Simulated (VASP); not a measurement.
Calculation: PBE GGA, VASP's PBE PAW potentials (set 64) (plane waves; VASP 6.6.1).

The input files of a VASP run:

POSCAR:
```
BC35Si36
1.0
  4.6409808260  -8.0384148411   0.0000000000
  4.6409808260   8.0384148411   0.0000000000
  0.0000000000   0.0000000000  10.1276834096
Si C B
36 35 1
Cart
  0.0000000000   0.0000000000   0.0000000000
  0.0000000000   0.0000000000   5.0638417048
  1.5469920617  -0.8931563114   7.5975855402
  1.5469920617   0.8931563114   2.5337438354
  1.5469920617   2.6794689342   0.0000000000
  1.5469920617   2.6794689342   5.0638417048
  3.0939841233   1.7863126228   7.5975855402
  3.0939887643   3.5726332841   2.5337438354
  3.0939887643   5.3589459069   0.0000000000
  3.0939887643   5.3589459069   5.0638417048
  4.6409808260   4.4657895955   7.5975855402
  4.6409808260   6.2521022183   2.5337438354
  1.5469920617  -2.6794689342   0.0000000000
  1.5469920617  -2.6794689342   5.0638417048
  3.0939887643  -3.5726332841   7.5975855402
  3.0939841233  -1.7863126228   2.5337438354
  3.0939841233  -0.0000000000   0.0000000000
  3.0452538247   0.0030545976   5.0642569398
  4.6551404585  -0.9097797533   7.6382988275
  4.6409808260   0.8931643498   2.5337438354
  4.6409808260   2.6794769726   0.0000000000
  4.6409808260   2.6794769726   5.0638417048
  6.1879775287   1.7863126228   7.5975855402
  6.1879728877   3.5726332841   2.5337438354
  3.0939887643  -5.3589459069   0.0000000000
  3.0939887643  -5.3589459069   5.0638417048
  4.6409808260  -6.2521022183   7.5975855402
  4.6409808260  -4.4657895955   2.5337438354
  4.6409808260  -2.6794769726   0.0000000000
  4.6022193541  -2.6582555575   5.1074109988
  6.1879728877  -3.5726332841   7.5975855402
  6.1879775287  -1.7863126228   2.5337438354
  6.1879775287   0.0000000000   0.0000000000
  6.1458188588   0.0347581058   5.0354841913
  7.7349695903  -0.8931563114   7.5975855402
  7.7349695903   0.8931563114   2.5337438354
  0.0000000000   0.0000000000   8.2252993579
  0.0000000000   0.0000000000   3.1614576531
  1.5152570348  -0.8705683657   5.7549244376
  1.5469920617   0.8931563114   0.6409810830
  1.5469920617   2.6794689342   8.2252993579
  1.5469920617   2.6794689342   3.1614576531
  3.1333396408   1.7627279137   5.7481388897
  3.0939887643   3.5726332841   0.6409810830
  3.0939887643   5.3589459069   8.2252993579
  3.0939887643   5.3589459069   3.1614576531
  4.6409808260   4.4657895955   5.7048227878
  4.6409808260   6.2521022183   0.6409810830
  1.5469920617  -2.6794689342   8.2252993579
  1.5469920617  -2.6794689342   3.1614576531
  3.1006160849  -3.5561545336   5.6910592660
  3.0939841233  -1.7863126228   0.6409810830
  3.0558955937  -0.0496050580   8.2659923899
  3.0437965567  -0.0277164544   3.1614272701
  4.6409808260   0.8931643498   0.6409810830
  4.6409808260   2.6794769726   8.2252993579
  4.6409808260   2.6794769726   3.1614576531
  6.2352319954   1.7781938238   5.7444321576
  6.1879728877   3.5726332841   0.6409810830
  3.0939887643  -5.3589459069   8.2252993579
  3.0939887643  -5.3589459069   3.1614576531
  4.6409808260  -6.2521022183   5.7048227878
  4.6409808260  -4.4657895955   0.6409810830
  4.6880635765  -2.6818322282   8.2410377780
  4.6788558705  -2.7077641545   3.1795051850
  6.1850954796  -3.5664437046   5.6626612418
  6.1879775287  -1.7863126228   0.6409810830
  6.1587068626  -0.0091396777   8.2513376320
  6.1456842704  -0.0291231770   3.1487980489
  7.6937808855  -0.9408482267   5.6605546836
  7.7349695903   0.8931563114   0.6409810830
  4.6621854674  -0.9342004576   5.7411406605
```

**KPOINTS**
```
Automatic
0
Gamma
1 1 1
```

INCAR:
```
SYSTEM  =  BC35Si36
PREC  =  Normal; ENCUT  =  400; LREAL  =  Auto
LASPH  =  .TRUE.; ISYM  =  0; NELECT  =  288.0
EDIFF  =  1E-5; NELM  =  100; NELMIN  =  4
ALGO  =  Fast
ISMEAR  =  0; SIGMA  =  0.05
GGA  =  PE
IBRION  =  2; NSW  =  60; ISIF  =  2
EDIFFG  =  -0.03
LWAVE  =  .TRUE.; LCHARG  =  .FALSE.
```

POTCAR, in this order: Si C B (PBE.64 set). Program: vasp_gam.

Question: What will the output report for the number of irreducible k-points (NKPTS), largest plane-wave count, FFT grid (NGX, NGY, NGZ)?

Answer: 
```json
{
 "number of irreducible k-points (NKPTS)": "1",
 "largest_plane_wave_count": "6857",
 "FFT grid (NGX, NGY, NGZ)": "48 × 48 × 50"
}
```

The cell is a supercell with a defect, built from SiC (4h): B_C, charge -1. The run is not spin-polarised, so no state with unpaired spins was tried.
